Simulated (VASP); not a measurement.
# Fe2B: convergence with the number of MPI ranks and SCF solver

A convergence test on Fe2B: the number of MPI ranks and SCF solver. The series runs use r2SCAN. The number of MPI ranks tried: 1 ranks; 2 ranks; 4 ranks; 8 ranks. The SCF solver tried: ALGO = Normal; ALGO = Fast; ALGO = VeryFast; ALGO = All; ALGO = Damped; AMIX = 0.1, BMIX = 0.01; AMIX = 0.8; IMIX = 1, AMIX = 0.2. The start is a cell from a database of measured crystal structures.

Calculated with VASP 6.6.1; r2SCAN, spin-polarised from a ferromagnetic start; plane waves and PAW (Fe, B).

The database entry behind the starting cell differs from later determinations by our own check (0.1 to 0.3 % short, probably kX units), so it need not match the best structure at ambient conditions.

## Step 1: Starting point

It takes space group I4/mcm (No. 140, tetragonal). The conventional cell has a = 5.099 Å, b = 5.099 Å, c = 4.240 Å, α = 90.00°, β = 90.00°, γ = 90.00°. Nearest to Fe lie 4 B at 2.18 Å and 3 Fe at 2.41 to 2.43 Å. Nearest to B lie 2 B at 2.12 Å and 8 Fe at 2.18 Å. Farther neighbours are not listed.

Structure file:

```xyz
6
Lattice="-2.5495 2.5495 2.1200 2.5495 -2.5495 2.1200 2.5495 2.5495 -2.1200" Properties=species:S:1:pos:R:3 pbc="T T T"
Fe    3.4010    0.8515    0.0000
Fe    0.8515    1.6980    0.0000
Fe   -0.8515    1.6980    2.1200
Fe    1.6980    0.8515    2.1200
B     0.0000    0.0000    3.1800
B     0.0000    0.0000    1.0600
```

## Step 2: Number of MPI ranks: 1 ranks

The same run on more MPI ranks shows how well it scales. r2SCAN adds the kinetic-energy density, costs more than a GGA and is run with LASPH.

Input file INCAR:

```
SYSTEM = Fe2B
PREC = Accurate
ENCUT = 420
EDIFF = 1E-06
NELM = 100
ISMEAR = -1
SIGMA = 0.05
LREAL = .FALSE.
ALGO = Normal
METAGGA = R2SCAN
LASPH = .TRUE.
NBANDS = 35
ISPIN = 2
MAGMOM = 3 3 3 3 0 0
LMAXMIX = 4
LORBIT = 11
LWAVE = .FALSE.
LCHARG = .FALSE.
ISIF = 2
```

Input file POSCAR:

```
Fe2B
1.0
   -2.5495000000      2.5495000000      2.1200000000
    2.5495000000     -2.5495000000      2.1200000000
    2.5495000000      2.5495000000     -2.1200000000
Fe B
4 2
Direct
    0.1670000000      0.6670000000      0.8340000000
    0.3330000000      0.1670000000      0.5000000000
    0.8330000000      0.3330000000      0.1660000000
    0.6670000000      0.8330000000      0.5000000000
    0.7500000000      0.7500000000      0.0000000000
    0.2500000000      0.2500000000      0.0000000000
```

Input file KPOINTS:

```
Automatic mesh
0
Gamma
7 7 7
0 0 0
```

PAW data sets: Fe and B (PBE family, release 64).

Run with:

```console
mpirun -np 1 vasp_std
```

The log of the run:

```text
[banner, memory and clock lines left out]
running    1 mpi-ranks, on    1 nodes
 distrk:  each k-point on    1 cores,    1 groups
 distr:  one band on    1 cores,    1 groups

 POSCAR found type information on POSCAR FeB
 POSCAR found :  2 types and       6 ions
|                                                                             |
|               ----> ADVICE to this user running VASP <----                  |
|                                                                             |
|     You enforced a specific xc type in the INCAR file but a different       |
|     [... a line on the potential file left out ...]
|     I HOPE YOU KNOW WHAT YOU ARE DOING!                                     |
|                                                                             |

 LDA part: xc-table for (None), standard interpolation
 POSCAR, INCAR and KPOINTS ok, starting setup
 FFT: planning ... GRIDC
 FFT: planning ... GRID_SOFT
 FFT: planning ... GRID
 WAVECAR not read
 entering main loop
       N       E                     dE             d eps       ncg     rms          rms(c)
DAV:   1     0.234102194641E+03    0.23410E+03   -0.14314E+04  5608   0.122E+03
DAV:   2    -0.637921213174E+02   -0.29789E+03   -0.27362E+03  5606   0.293E+02
DAV:   3    -0.843335030153E+02   -0.20541E+02   -0.19072E+02  6318   0.981E+01
DAV:   4    -0.847938619247E+02   -0.46036E+00   -0.45658E+00  6671   0.152E+01
DAV:   5    -0.847993525480E+02   -0.54906E-02   -0.54877E-02  6601   0.141E+00    0.335E+01
DAV:   6    -0.765012159620E+02    0.82981E+01   -0.53764E+01  7099   0.112E+02    0.204E+01
DAV:   7    -0.734600305794E+02    0.30412E+01   -0.11608E+01  6612   0.515E+01    0.118E+01
DAV:   8    -0.736022289686E+02   -0.14220E+00   -0.69484E-01  6083   0.509E+00    0.536E+00
DAV:   9    -0.735625589495E+02    0.39670E-01   -0.12953E-01  6797   0.396E+00    0.198E+00
DAV:  10    -0.735692043167E+02   -0.66454E-02   -0.26399E-02  6837   0.144E+00    0.622E-01
DAV:  11    -0.735711860006E+02   -0.19817E-02   -0.49493E-03  8066   0.708E-01    0.174E-01
DAV:  12    -0.735713650049E+02   -0.17900E-03   -0.44035E-04  5982   0.153E-01    0.103E-01
DAV:  13    -0.735715295076E+02   -0.16450E-03   -0.18105E-04  8133   0.108E-01    0.408E-02
DAV:  14    -0.735715489890E+02   -0.19481E-04   -0.53790E-05  6412   0.595E-02    0.214E-02
DAV:  15    -0.735715501284E+02   -0.11394E-05   -0.10871E-05  6716   0.269E-02    0.890E-03
DAV:  16    -0.735715494680E+02    0.66041E-06   -0.24602E-06  4316   0.106E-02
   1 F= -.73571549E+02 E0= -.73560336E+02  d E =-.224261E-01  mag=     9.3512
```

Elapsed: 3.1 min, on 1 MPI rank of Intel Xeon 6975P-C (Granite Rapids), shared host; peak memory 0.23 GiB.

The logs omit lines about the potential files and the build; timing stands in the text.

OUTCAR, selected parts (step 2):

```text
ion  position               nearest neighbor table
   1  0.167  0.667  0.834-   5 2.18   6 2.18   5 2.18   6 2.18   3 2.41   3 2.43   3 2.43   2 2.69
                             4 2.69   2 2.69   4 2.69   4 2.72   2 2.72   2 2.72   4 2.72
   2  0.333  0.167  0.500-   5 2.18   6 2.18   6 2.18   5 2.18   4 2.41   4 2.43   4 2.43   1 2.69
                             3 2.69   1 2.69   3 2.69   3 2.72   1 2.72   1 2.72   3 2.72
   3  0.833  0.333  0.166-   5 2.18   6 2.18   5 2.18   6 2.18   1 2.41   1 2.43   1 2.43   4 2.69
                             2 2.69   2 2.69   4 2.69   2 2.72   4 2.72   2 2.72   4 2.72
   4  0.667  0.833  0.500-   6 2.18   5 2.18   5 2.18   6 2.18   2 2.41   2 2.43   2 2.43   3 2.69
                             1 2.69   3 2.69   1 2.69   1 2.72   3 2.72   1 2.72   3 2.72
   5  0.750  0.750  0.000-   6 2.12   6 2.12   1 2.18   3 2.18   4 2.18   2 2.18   4 2.18   2 2.18
                             1 2.18   3 2.18
   6  0.250  0.250  0.000-   5 2.12   5 2.12   1 2.18   2 2.18   3 2.18   3 2.18   2 2.18   1 2.18
                             4 2.18   4 2.18

  LATTYP: Found a body centered tetragonal cell.
 ALAT       =     5.0990000000
 C/A-ratio  =     0.8315355952

 Subroutine GETGRP returns: Found 16 space group operations
 (whereof  8 operations were pure point group operations)

The static configuration has the point symmetry C_4h.
 The point group associated with its full space group is D_4h.

 Found     40 irreducible k-points:

   k-points           NKPTS =     40   k-points in BZ     NKDIM =     40   number of bands    NBANDS=     35

   dimension x,y,z NGX =    28 NGY =   28 NGZ =   28
   dimension x,y,z NGXF=    56 NGYF=   56 NGZF=   56

   ENCUT  =  420.0 eV  30.87 Ry    5.56 a.u.   6.99  6.99  6.99*2*pi/ulx,y,z

   NELECT =      38.0000    total number of electrons

 k-points in reciprocal lattice and weights: Automatic mesh
   0.00000000  0.00000000  0.00000000       0.003
   0.14285714  0.00000000  0.00000000       0.023
   0.28571429  0.00000000  0.00000000       0.023
   0.42857143  0.00000000  0.00000000       0.023
   0.14285714  0.14285714  0.00000000       0.023
   0.28571429  0.14285714 -0.00000000       0.047
   0.42857143  0.14285714  0.00000000       0.047
  -0.42857143  0.14285714  0.00000000       0.047
  -0.28571429  0.14285714 -0.00000000       0.047
[...]
-0.42857143  0.42857143  0.42857143       0.012
  -0.42857143 -0.42857143  0.42857143       0.006

 average (electrostatic) potential at core
       1 -47.4991       2 -47.4990       3 -47.4991       4 -47.4990       5 -26.9256
       6 -26.9256

 E-fermi :   7.1709

 spin component 1
 k-point     1 :       0.0000    0.0000    0.0000
  band No.  band energies     occupation
    ...
     18       4.6115      1.00000
     19       5.2075      1.00000
     20       5.2075      1.00000
     21       5.5907      1.00000
     22       6.7002      0.99992
     23       8.0509      0.00000
     24       8.0510      0.00000
     25       9.8631      0.00000
     26       9.8631      0.00000
     27      10.9606      0.00000
    ...

 k-point     2 :       0.1429    0.0000    0.0000
  band No.  band energies     occupation
    ...
     18       4.7967      1.00000
     19       5.1848      1.00000
     20       5.2100      1.00000
     21       5.4867      1.00000
     22       6.5353      1.00000
     23       7.5421      0.00060
     24       7.6990      0.00003
     25       9.2312      0.00000
     26       9.8091      0.00000
     27      11.3523      0.00000
    ...

 k-point     3 :       0.2857    0.0000    0.0000
  band No.  band energies     occupation
    ...
     19       5.1386      1.00000
     20       5.2312      1.00000
     21       5.3116      1.00000
     22       5.8979      1.00000
     23       6.7525      0.99977
     24       7.6597      0.00006
     25       7.9384      0.00000
     26       9.4956      0.00000
     27      11.8130      0.00000
     28      12.2367      0.00000
    ...

 k-point     4 :       0.4286    0.0000    0.0000
  band No.  band energies     occupation
    ...
     20       5.4033      1.00000
     21       5.4152      1.00000
     22       5.5021      1.00000
     23       6.1248      1.00000
     24       6.3632      1.00000
     25       8.3564      0.00000
     26       8.9695      0.00000
     27      12.7206      0.00000
     28      13.0139      0.00000
     29      13.1785      0.00000
    ...

 k-point     5 :       0.1429    0.1429    0.0000
  band No.  band energies     occupation
    ...
     19       5.1105      1.00000
     20       5.1916      1.00000
     21       5.2595      1.00000
     22       6.2361      1.00000
     23       6.5240      1.00000
     24       7.7169      0.00002
     25       8.3148      0.00000
     26       9.7961      0.00000
     27      11.4218      0.00000
     28      12.0505      0.00000
    ...

 k-point     6 :       0.2857    0.1429   -0.0000
  band No.  band energies     occupation
    ...
     20       5.1948      1.00000
     21       5.5077      1.00000
     22       5.7134      1.00000
     23       6.0228      1.00000
     24       6.8566      0.99814
     25       8.0401      0.00000
     26       9.7743      0.00000
     27      11.8776      0.00000
     28      12.8031      0.00000
     29      13.0706      0.00000
    ...

  Total       -0.2654733     -0.2654733     -0.3255121      0.0000000     -0.0000000      0.0000000
  in kB       -7.7165934     -7.7165934     -9.4617576      0.0000000     -0.0000000      0.0000000
  external PRESSURE =      -8.2983148 kB  Pullay stress =       0.0000000 kB

  energy-cutoff  :      420.00
  volume of cell :       55.12
      direct lattice vectors                 reciprocal lattice vectors
    -2.549500000  2.549500000  2.120000000     0.000000000  0.196116886  0.235849057
     2.549500000 -2.549500000  2.120000000     0.196116886  0.000000000  0.235849057
     2.549500000  2.549500000 -2.120000000     0.196116886  0.196116886  0.000000000

 POSITION                                       TOTAL-FORCE (eV/Angst)
 -----------------------------------------------------------------------------------
      3.40103      0.85153      0.00000         0.019113      0.019113     -0.000000
      0.85153      1.69797      0.00000         0.019113     -0.019113      0.000000
     -0.85153      1.69797      2.12000        -0.019113     -0.019113      0.000000
      1.69797      0.85153      2.12000        -0.019113      0.019113     -0.000000
      0.00000      0.00000      3.18000        -0.000000      0.000000      0.000000
      0.00000      0.00000      1.06000        -0.000000     -0.000000      0.000000
 -----------------------------------------------------------------------------------
    total drift:                               -0.000000     -0.000000      0.000000

  FREE ENERGIE OF THE ION-ELECTRON SYSTEM (eV)
  ---------------------------------------------------
  free  energy   TOTEN  =       -73.5715494680 eV

  energy  without entropy=      -73.5491233187  energy(sigma->0) =      -73.56033639

 total charge
# of ion       s       p       d       tot
------------------------------------------
    1        0.472   0.686   6.276   7.434
    2        0.472   0.686   6.276   7.434
    3        0.472   0.686   6.276   7.434
    4        0.472   0.686   6.276   7.434
    5        0.694   1.131   0.000   1.824
    6        0.694   1.131   0.000   1.824
--------------------------------------------------
tot          3.273   5.007  25.103  33.383

 magnetization (x)
# of ion       s       p       d       tot
------------------------------------------
    1        0.004  -0.040   2.506   2.471
    2        0.004  -0.040   2.506   2.471
    3        0.004  -0.040   2.506   2.471
    4        0.004  -0.040   2.506   2.471
    5       -0.035  -0.141   0.000  -0.176
    6       -0.035  -0.141   0.000  -0.176
--------------------------------------------------
tot         -0.053  -0.441  10.025   9.531

[... 6 further parts left out ...]
```

The magnetic state follows from one typed start and may not be the lowest. SCAN-type functionals tend to overstate the moments of itinerant magnets. The PAW data sets were made with PBE, which is usual practice but a small mismatch for other functionals.

Numbers from this step:

| Property | Result |
| --- | --- |
| SCF cycles | 16 |
| electrons | 38 |
| bands | 35 |
| irreducible k-points | 40 |
| symmetry operations | 16 |
| free energy (TOTEN) | -73.5715 eV |
| energy at zero smearing | -73.5603 eV |
| Fermi energy | 7.171 eV |
| pressure | -0.8298 GPa |
| moment of the cell, from the last line of the log | 9.351 μB |
| metallic | yes |

Spin moment in the PAW sphere by atom:

| atom | spin moment in the PAW sphere (μB) |
| --- | --- |
| Fe1 | 2.47 |
| Fe2 | 2.47 |
| Fe3 | 2.47 |
| Fe4 | 2.47 |
| B5 | -0.18 |
| B6 | -0.18 |

The series starts at -12.2601 eV an atom and -0.83 GPa, after 16 cycles in 3.1 min.

## Step 3: Number of MPI ranks: 2 ranks

Changes to INCAR since step 2:

```diff
@@ -18,2 +18,3 @@
 LCHARG = .FALSE.
+KPAR = 2
 ISIF = 2
```

POSCAR is that of step 2.

KPOINTS is that of step 2.

Run with:

```console
mpirun -np 2 vasp_std
```

The log of the run:

```text
[banner, memory and clock lines left out]
running    2 mpi-ranks, on    1 nodes
[...]
[... a notice as in an earlier step ...]

 LDA part: xc-table for (None), standard interpolation
 POSCAR, INCAR and KPOINTS ok, starting setup
[...]
entering main loop
       N       E                     dE             d eps       ncg     rms          rms(c)
[... 5 cycles as in an earlier step ...]
DAV:   6    -0.765012159623E+02    0.82981E+01   -0.53764E+01  7099   0.112E+02    0.204E+01
[... 1 cycle as in an earlier step ...]
DAV:   8    -0.736022289679E+02   -0.14220E+00   -0.69484E-01  6083   0.509E+00    0.536E+00
DAV:   9    -0.735625589491E+02    0.39670E-01   -0.12953E-01  6797   0.396E+00    0.198E+00
DAV:  10    -0.735692043173E+02   -0.66454E-02   -0.26399E-02  6837   0.144E+00    0.622E-01
DAV:  11    -0.735711860007E+02   -0.19817E-02   -0.49493E-03  8066   0.708E-01    0.174E-01
DAV:  12    -0.735713650044E+02   -0.17900E-03   -0.44035E-04  5982   0.153E-01    0.103E-01
DAV:  13    -0.735715295070E+02   -0.16450E-03   -0.18105E-04  8133   0.108E-01    0.408E-02
DAV:  14    -0.735715489891E+02   -0.19482E-04   -0.53790E-05  6412   0.595E-02    0.214E-02
DAV:  15    -0.735715501281E+02   -0.11390E-05   -0.10871E-05  6716   0.269E-02    0.890E-03
DAV:  16    -0.735715494677E+02    0.66039E-06   -0.24602E-06  4316   0.106E-02
   1 F= -.73571549E+02 E0= -.73560336E+02  d E =-.224261E-01  mag=     9.3512
```

Wall time 99 s (2 MPI ranks); peak memory 0.43 GiB.

Parts of OUTCAR (step 3):

```text
  Total       -0.2654733     -0.2654733     -0.3255121      0.0000000      0.0000000      0.0000000
  in kB       -7.7165933     -7.7165933     -9.4617576      0.0000000      0.0000000      0.0000000
  external PRESSURE =      -8.2983148 kB  Pullay stress =       0.0000000 kB

 POSITION                                       TOTAL-FORCE (eV/Angst)
 -----------------------------------------------------------------------------------
      3.40103      0.85153      0.00000         0.019113      0.019113     -0.000000
      0.85153      1.69797      0.00000         0.019113     -0.019113      0.000000
     -0.85153      1.69797      2.12000        -0.019113     -0.019113      0.000000
      1.69797      0.85153      2.12000        -0.019113      0.019113     -0.000000
      0.00000      0.00000      3.18000        -0.000000      0.000000     -0.000000
      0.00000      0.00000      1.06000        -0.000000      0.000000     -0.000000
 -----------------------------------------------------------------------------------
    total drift:                               -0.000000     -0.000000      0.000000

  FREE ENERGIE OF THE ION-ELECTRON SYSTEM (eV)
  ---------------------------------------------------
  free  energy   TOTEN  =       -73.5715494677 eV

  energy  without entropy=      -73.5491233184  energy(sigma->0) =      -73.56033639

[... 3 parts as in an earlier step ...]

[... 1 further part left out ...]
[key lines of the parts left out:]
E-fermi :   7.1709
```

Against the first of the series the energy stays within 0.01 meV an atom and the pressure within 0.01 GPa, after 16 cycles in 99 s.

## Step 4: Number of MPI ranks: 4 ranks

Changes to INCAR since step 3:

```diff
@@ -18,3 +18,3 @@
 LCHARG = .FALSE.
-KPAR = 2
+KPAR = 4
 ISIF = 2
```

POSCAR is that of step 3.

KPOINTS is that of step 3.

Run with:

```console
mpirun -np 4 vasp_std
```

The log of the run:

```text
[banner, memory and clock lines left out]
running    4 mpi-ranks, on    1 nodes
[...]
[... a notice as in an earlier step ...]

 LDA part: xc-table for (None), standard interpolation
 POSCAR, INCAR and KPOINTS ok, starting setup
[...]
entering main loop
       N       E                     dE             d eps       ncg     rms          rms(c)
[... 5 cycles as in an earlier step ...]
DAV:   6    -0.765012159625E+02    0.82981E+01   -0.53764E+01  7099   0.112E+02    0.204E+01
DAV:   7    -0.734600305791E+02    0.30412E+01   -0.11608E+01  6612   0.515E+01    0.118E+01
DAV:   8    -0.736022289688E+02   -0.14220E+00   -0.69484E-01  6083   0.509E+00    0.536E+00
DAV:   9    -0.735625589489E+02    0.39670E-01   -0.12953E-01  6797   0.396E+00    0.198E+00
[...]
DAV:  14    -0.735715489892E+02   -0.19481E-04   -0.53790E-05  6412   0.595E-02    0.214E-02
DAV:  15    -0.735715501289E+02   -0.11397E-05   -0.10871E-05  6716   0.269E-02    0.890E-03
DAV:  16    -0.735715494678E+02    0.66114E-06   -0.24602E-06  4316   0.106E-02
   1 F= -.73571549E+02 E0= -.73560336E+02  d E =-.224261E-01  mag=     9.3512
```

Run time: 51 s. Hardware: 4 MPI ranks; peak memory 0.89 GiB; 3.4 min of CPU time.

OUTCAR, selected parts (step 4):

```text
  Total       -0.2654733     -0.2654733     -0.3255120      0.0000000      0.0000000      0.0000000
  in kB       -7.7165929     -7.7165929     -9.4617563      0.0000000      0.0000000      0.0000000
  external PRESSURE =      -8.2983141 kB  Pullay stress =       0.0000000 kB

 POSITION                                       TOTAL-FORCE (eV/Angst)
 -----------------------------------------------------------------------------------
      3.40103      0.85153      0.00000         0.019113      0.019113      0.000000
      0.85153      1.69797      0.00000         0.019113     -0.019113      0.000000
     -0.85153      1.69797      2.12000        -0.019113     -0.019113     -0.000000
      1.69797      0.85153      2.12000        -0.019113      0.019113     -0.000000
      0.00000      0.00000      3.18000         0.000000      0.000000     -0.000000
      0.00000      0.00000      1.06000         0.000000      0.000000     -0.000000
 -----------------------------------------------------------------------------------
    total drift:                               -0.000000     -0.000000      0.000000

  FREE ENERGIE OF THE ION-ELECTRON SYSTEM (eV)
  ---------------------------------------------------
  free  energy   TOTEN  =       -73.5715494678 eV

  energy  without entropy=      -73.5491233185  energy(sigma->0) =      -73.56033639

[... 3 parts as in an earlier step ...]

[... 1 further part left out ...]
[key lines of the parts left out:]
E-fermi :   7.1709
```

Against the first of the series the energy stays within 0.01 meV an atom and the pressure within 0.01 GPa, after 16 cycles in 51 s.

(Part 1 of 3 ends here.)

[Lines on the potential files, build, host, timing and source positions are cut from VASP's logs without a mark.]

[Logs are printed without paths, hosts, clocks, repeated set-up lines and the standing remarks that a program may print on its own settings, such as how far it seeks lower states.]

[Hosts, paths, dates, database ids (printed as entryN), source tags and the programs' standing remarks are cut or masked in the printed files.]

[A measured line is paired with the nearest computed mode of its activity, which favours agreement.]
